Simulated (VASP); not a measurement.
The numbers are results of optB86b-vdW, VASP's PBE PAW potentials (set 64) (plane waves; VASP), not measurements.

VASP input:

### KPOINTS
```
k-points along high-symmetry lines
15
Line-mode
Reciprocal
  0.000000   0.000000   0.000000 ! GAMMA
  0.000000   0.500000   0.000000 ! X

  0.000000   0.500000   0.000000 ! X
  0.500000   0.500000   0.000000 ! M

  0.500000   0.500000   0.000000 ! M
  0.000000   0.000000   0.000000 ! GAMMA

  0.000000   0.000000   0.000000 ! GAMMA
  0.500000   0.500000   0.500000 ! R

  0.500000   0.500000   0.500000 ! R
  0.000000   0.500000   0.000000 ! X

  0.500000   0.500000   0.500000 ! R
  0.500000   0.500000   0.000000 ! M
```

### POSCAR
```
FeAl
1
    2.8545295741     0.0000000000     0.0000000000
    0.0000000000     2.8545295741     0.0000000000
    0.0000000000     0.0000000000     2.8545295741
Al Fe
1 1
Direct
  0.5000000000   0.5000000000   0.5000000000
  0.0000000000   0.0000000000   0.0000000000
```

**INCAR**
```
SYSTEM = FeAl
PREC = Accurate
ENCUT = 520
EDIFF = 1E-7
NELM = 100
ALGO = Normal
LREAL = .FALSE.
LASPH = .TRUE.
ISMEAR = 0
SIGMA = 0.05
GGA = MK
PARAM1 = 0.1234
PARAM2 = 1.0
LUSE_VDW = .TRUE.
AGGAC = 0.0
LMAXMIX = 4
LWAVE = .FALSE.
LCHARG = .FALSE.
LORBIT = 11
ICHARG = 11
```

POTCAR, in this order: Al Fe (PBE.64 set). Program: vasp_std. Read from the step before: CHGCAR.

The run wrote:

File OSZICAR:
```
       N       E                     dE             d eps       ncg     rms          rms(c)
DAV:   1     0.390045844049E+02    0.39005E+02   -0.51951E+03  1628   0.125E+03
DAV:   2    -0.746737984421E+01   -0.46472E+02   -0.43945E+02  1630   0.183E+02
DAV:   3    -0.845135818445E+01   -0.98398E+00   -0.97832E+00  2086   0.368E+01
DAV:   4    -0.846515715089E+01   -0.13799E-01   -0.13795E-01  1984   0.385E+00
DAV:   5    -0.846552823097E+01   -0.37108E-03   -0.37108E-03  1987   0.554E-01
DAV:   6    -0.846554558768E+01   -0.17357E-04   -0.17356E-04  2104   0.106E-01
DAV:   7    -0.846554601318E+01   -0.42550E-06   -0.42646E-06  1976   0.135E-02
DAV:   8    -0.846554603734E+01   -0.24165E-07   -0.23482E-07  1621   0.273E-03
   1 F= -.84655460E+01 E0= -.84651142E+01  d E =-.863628E-03
```

File OUTCAR:
```
 val. band max:        8.4537587072   @ k =   0.3929   0.5000   0.3929

 cond. band min:       8.5799803734   @ k =   0.4286   0.4286   0.4286



 k-point     1 :       0.0000    0.0000    0.0000
  band No.  band energies     occupation
      1      -2.3330      2.00000
      2       5.7802      2.00000
      3       5.7802      2.00000
      4       8.1894      2.00000
      5       8.1894      2.00000
      6       8.1894      2.00000
      7      14.6668      0.00000
      8      14.6668      0.00000
      9      14.6668      0.00000

 k-point     2 :       0.0000    0.0357    0.0000
  band No.  band energies     occupation
      1      -2.3087      2.00000
      2       5.7780      2.00000
      3       5.7878      2.00000
      4       8.1734      2.00000
      5       8.1734      2.00000
      6       8.1911      2.00000
      7      14.4168      0.00000
      8      14.7030      0.00000
      9      14.7030      0.00000

 k-point     3 :       0.0000    0.0714    0.0000
  band No.  band energies     occupation
      1      -2.2358      2.00000
      2       5.7695      2.00000
      3       5.8105      2.00000
      4       8.1268      2.00000
      5       8.1268      2.00000
      6       8.1959      2.00000
      7      13.8313      0.00000
      8      14.8104      0.00000
      9      14.8104      0.00000

 k-point     4 :       0.0000    0.1071    0.0000
  band No.  band energies     occupation
      1      -2.1147      2.00000
      2       5.7491      2.00000
      3       5.8473      2.00000
      4       8.0537      2.00000
      5       8.0537      2.00000
      6       8.2036      2.00000
      7      13.1219      0.00000
      8      14.9849      0.00000
      9      14.9849      0.00000

 k-point     5 :       0.0000    0.1429    0.0000
  band No.  band energies     occupation
      1      -1.9461      2.00000
      2       5.7068      2.00000
      3       5.8968      2.00000
      4       7.9603      2.00000
...
```

The density is held fixed in this step, so its total energy and stress have no physical meaning.

The compound is FeAl in the CsCl type structure. It was relaxed first, which changed the volume by -6 %. The run is not spin-polarised, so no magnetic state was tried. The electron count is odd and the run is not spin-polarised, which forces a metal.
